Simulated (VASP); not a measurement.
Al (fcc) is relaxed at rising pressure, each step from the one before. Symmetry mostly holds the structure type, and other phases were not tried. The mesh follows the cell, and a change of mesh leaves a small step in the series.

Data:

```yaml
crystal:
  lattice:
    - [0.00000, 1.99277, 1.99277]
    - [1.99277, 0.00000, 1.99277]
    - [1.99277, 1.99277, 0.00000]
  atoms:
    - { symbol: Al, position: [0.00000, 0.00000, 0.00000] }
```

Computed with LDA (Ceperley-Alder, Perdew-Zunger), VASP's LDA PAW potentials (set 64) (plane waves; VASP). Run with 500 eV cut-off, 16×16×16 Γ-centred mesh, first-order Methfessel-Paxton smearing of 0.10 eV, potentials Al.

| P (GPa) | V (Å³/atom) | H − H(0) (eV/atom) | space group | gap on the mesh (eV) | k-mesh |
|---|---|---|---|---|---|
| 0 | 15.83 | 0.000 | Fm-3m | 0.00 | 16×16×16 |
| 5 | 15.01 | 0.481 | Fm-3m | 0.00 | 16×16×16 |
| 10 | ? | ? | Fm-3m | 0.00 | 16×16×16 |
| 20 | 13.45 | 1.809 | Fm-3m | 0.00 | 17×17×17 |
| 30 | 12.73 | 2.624 | Fm-3m | 0.00 | 17×17×17 |
| 45 | ? | ? | Fm-3m | 0.00 | 17×17×17 |

Question: What belongs in the gaps?

Answer: 
- 45, V (Å³/atom): 11.92
- 45, H − H(0) (eV/atom): 3.776
- 10, V (Å³/atom): 14.38
- 10, H − H(0) (eV/atom): 0.939

Pressures at which the relaxation failed are left out.

The compound is Al in the fcc structure.
